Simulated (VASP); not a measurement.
C:

```
C
1.0
     2.46100    0.00000    0.00000
    -1.23050    2.13129    0.00000
     0.00000    0.00000    6.43968
C
4
Cartesian
  0.0000 0.0000 1.6099
  0.0000 1.4209 1.6099
  0.0000 0.0000 4.8298
  1.2305 0.7104 4.8298
```

The cell was built by a generator and needn't be a form met in nature.

Base run:

- Program: VASP 6.6.1
- Functional: PBE
- Dispersion: D3(BJ)
- Potentials or basis: VASP PAW PBE potentials, release 64 (C)
- Cutoff: 520 eV
- k mesh: 16 × 16 × 4
- Occupations: fermi-dirac, width 0.05 eV
- Spin: no spin polarisation

Its results: band gap on the k mesh 0.43 eV, direct; pressure 2.5 GPa.

**Question.** The run is repeated on the same cell with these changes: dispersion from D3(BJ) to TS. What comes out?

**Answer.** Band gap on the k mesh 0.43 eV, direct; pressure 0.6 GPa.

A k mesh can miss the band edges.
